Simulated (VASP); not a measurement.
Level of theory: PBE GGA, VASP's PBE PAW potentials (set 64) (plane waves; VASP).

VASP ran on this input.

### INCAR
```
! general
SYSTEM  = TiO2
PREC    = Accurate
ENCUT   = 520
LREAL   = F   ! projection in real space or not
LASPH   = T

! electronic loop
EDIFF   = 1E-6   ! SCF stop (eV)
NELM    = 100   ! most electronic steps
ALGO    = Normal   ! blocked Davidson
LMAXMIX = 4   ! l cut-off of mixed one-centre charges

! smearing
ISMEAR  = 0   ! Gaussian
SIGMA   = 0.05

! functional
GGA     = PE   ! PBE

! ions
IBRION  = 2
NSW     = 60
ISIF    = 3
EDIFFG  = -0.02   ! ionic stop

! output
LWAVE   = F
LCHARG  = F
```

File POSCAR:
```
TiO2
1
    4.6396219253     0.0000000000     0.0000000000
    0.0000000000     4.6396219253     0.0000000000
    0.0000000000     0.0000000000     2.9726332229
Ti O
2 4
Direct
  0.0000000000   0.0000000000   1.0000000000
  0.5000000000   0.5000000000   0.5000000000
  0.3048420674   0.3048420674   0.0000000000
  0.8048420674   0.1951579326   0.5000000000
  0.1951579326   0.8048420674   0.5000000000
  0.6951579326   0.6951579326   1.0000000000
```

File KPOINTS:
```
kpoints
0
gamma
 5 5 7
0 0 0
```

POTCAR, in this order: Ti_sv O (PBE.64 set). Program: vasp_std.

Output

OSZICAR:
```
       N       E                     dE             d eps       ncg     rms          rms(c)
DAV:   1     0.686920343108E+03    0.68692E+03   -0.25201E+04  1352   0.202E+03
DAV:   2     0.554818055997E+02   -0.63144E+03   -0.61032E+03  1444   0.582E+02
DAV:   3    -0.658490440382E+02   -0.12133E+03   -0.11743E+03  2112   0.220E+02
DAV:   4    -0.711481509902E+02   -0.52991E+01   -0.52861E+01  1784   0.496E+01
DAV:   5    -0.713567684992E+02   -0.20862E+00   -0.20855E+00  1912   0.824E+00    0.316E+01
DAV:   6    -0.542776172123E+02    0.17079E+02   -0.12129E+02  1608   0.103E+02    0.122E+01
DAV:   7    -0.538514806230E+02    0.42614E+00   -0.18981E+01  1684   0.343E+01    0.770E+00
DAV:   8    -0.539114477899E+02   -0.59967E-01   -0.54300E+00  1652   0.208E+01    0.472E+00
DAV:   9    -0.536650151604E+02    0.24643E+00   -0.22079E+00  1688   0.127E+01    0.114E+00
DAV:  10    -0.536762040925E+02   -0.11189E-01   -0.12093E-01  1672   0.269E+00    0.218E-01
DAV:  11    -0.536761722239E+02    0.31869E-04   -0.58100E-03  1836   0.535E-01    0.955E-02
DAV:  12    -0.536761577164E+02    0.14507E-04   -0.53290E-04  1804   0.162E-01    0.621E-02
DAV:  13    -0.536761154284E+02    0.42288E-04   -0.22086E-04  1784   0.112E-01    0.830E-03
DAV:  14    -0.536761167136E+02   -0.12852E-05   -0.85674E-06  1508   0.226E-02    0.454E-03
DAV:  15    -0.536761170286E+02   -0.31499E-06   -0.16070E-06  1064   0.105E-02
   1 F= -.53676117E+02 E0= -.53676117E+02  d E =-.536761E+02
       N       E                     dE             d eps       ncg     rms          rms(c)
DAV:   1    -0.536777410633E+02   -0.16243E-02   -0.92938E-02  1368   0.314E+00    0.276E-01
DAV:   2    -0.536769259161E+02    0.81515E-03   -0.61519E-03  1836   0.778E-01    0.159E-01
DAV:   3    -0.536765236013E+02    0.40231E-03   -0.17504E-03  1808   0.279E-01    0.702E-02
DAV:   4    -0.536764504090E+02    0.73192E-04   -0.45333E-04  2132   0.185E-01    0.354E-02
DAV:   5    -0.536764506173E+02   -0.20828E-06   -0.54803E-05  1764   0.665E-02    0.195E-02
DAV:   6    -0.536764521721E+02   -0.15548E-05   -0.10241E-05  2092   0.257E-02    0.619E-03
DAV:   7    -0.536764521407E+02    0.31388E-07   -0.84792E-07   940   0.910E-03
   2 F= -.53676452E+02 E0= -.53676452E+02  d E =-.335112E-03
```

File OUTCAR:
```
------------------------ aborting loop because EDIFF is reached ----------------------------------------
  FORCE on cell =-STRESS in cart. coord.  units (eV):
  Direction    XX          YY          ZZ          XY          YZ          ZX
  --------------------------------------------------------------------------------------
  Total        0.0166108      0.0166108     -0.0607797      0.0000000      0.0000000      0.0000000
  in kB        0.4153993      0.4153993     -1.5199627      0.0000000      0.0000000      0.0000000
  external PRESSURE =      -0.2297214 kB  Pullay stress =       0.0000000 kB
  volume of cell :       64.07
      direct lattice vectors                 reciprocal lattice vectors
     4.645113672  0.000000000  0.000000000     0.215279985  0.000000000  0.000000000
     0.000000000  4.645113672  0.000000000     0.000000000  0.215279985  0.000000000
     0.000000000  0.000000000  2.969229929     0.000000000  0.000000000  0.336787660
 POSITION                                       TOTAL-FORCE (eV/Angst)
 -----------------------------------------------------------------------------------
      0.00000      0.00000      2.96923         0.000000     -0.000000      0.000000
      2.32256      2.32256      1.48461         0.000000     -0.000000      0.000000
      1.41653      1.41653      0.00000         0.004982      0.004982     -0.000000
      3.73908      0.90603      1.48461         0.004982     -0.004982      0.000000
      0.90603      3.73908      1.48461        -0.004982      0.004982     -0.000000
      3.22859      3.22859      2.96923        -0.004982     -0.004982      0.000000
 -----------------------------------------------------------------------------------
    total drift:                                0.000000      0.000000     -0.000000
  FREE ENERGIE OF THE ION-ELECTRON SYSTEM (eV)
  ---------------------------------------------------
  free  energy   TOTEN  =       -53.6764521407 eV

  energy  without entropy=      -53.6764521407  energy(sigma->0) =      -53.67645214

 reached required accuracy - stopping structural energy minimisation
```
(Selected blocks of OUTCAR.)

### CONTCAR
```
TiO2
   1.00000000000000
     4.6451136721574953    0.0000000000000000    0.0000000000000000
     0.0000000000000000    4.6451136721574953    0.0000000000000000
     0.0000000000000000    0.0000000000000000    2.9692299286836503
  Ti              O
     2     4
Direct
     0.0000000000000000    0.0000000000000000    1.0000000000000000
     0.5000000000000000    0.5000000000000000    0.5000000000000000
     0.3049497926610484    0.3049497926610484    0.0000000000000000
     0.8049497926610484    0.1950502073389516    0.5000000000000000
     0.1950502073389516    0.8049497926610484    0.5000000000000000
     0.6950502073389516    0.6950502073389516    1.0000000000000000
```

OUTCAR:
```
 val. band max:        4.5600399947   @ k =   0.0000   0.0000   0.0000

 cond. band min:       6.3785206941   @ k =   0.0000   0.0000   0.0000


 Fermi energy:         4.8526759174

 k-point     1 :       0.0000    0.0000    0.0000
  band No.  band energies     occupation
      1     -52.4197      2.00000
      2     -52.4051      2.00000
      3     -28.7038      2.00000
      4     -28.7038      2.00000
      5     -28.5557      2.00000
      6     -28.5557      2.00000
      7     -28.5134      2.00000
      8     -28.4843      2.00000
      9     -13.5106      2.00000
     10     -12.3864      2.00000
     11     -11.7142      2.00000
     12     -11.7142      2.00000
     13      -1.0784      2.00000
     14      -0.6382      2.00000
     15      -0.1706      2.00000
     16       0.8546      2.00000
     17       0.8546      2.00000
     18       2.0510      2.00000
     19       2.0510      2.00000
     20       2.6586      2.00000
     21       3.8845      2.00000
     22       4.1245      2.00000
     23       4.1245      2.00000
     24       4.5600      2.00000
     25       6.3785      0.00000
     26       6.6599      0.00000
     27       6.9235      0.00000
     28       7.0028      0.00000

 k-point     2 :       0.2000    0.0000    0.0000
  band No.  band energies     occupation
      1     -52.4183      2.00000
      2     -52.4065      2.00000
      3     -28.6928      2.00000
      4     -28.6919      2.00000
      5     -28.5688      2.00000
      6     -28.5678      2.00000
      7     -28.5107      2.00000
      8     -28.4871      2.00000
      9     -13.3802      2.00000
     10     -12.4068      2.00000
     11     -11.8287      2.00000
     12     -11.7597      2.00000
     13      -0.8403      2.00000
     14      -0.4951      2.00000
     15       0.0787      2.00000
     16       0.8687      2.00000
     17       0.8780      2.00000
     18       1.8326      2.00000
     19       1.9829      2.00000
     20       2.6845      2.00000
...
```

The compound is TiO2 in the rutile structure. This run relaxes it. Symmetry was kept, so distortions that lower it aren't found. The start is the result of an earlier pass.
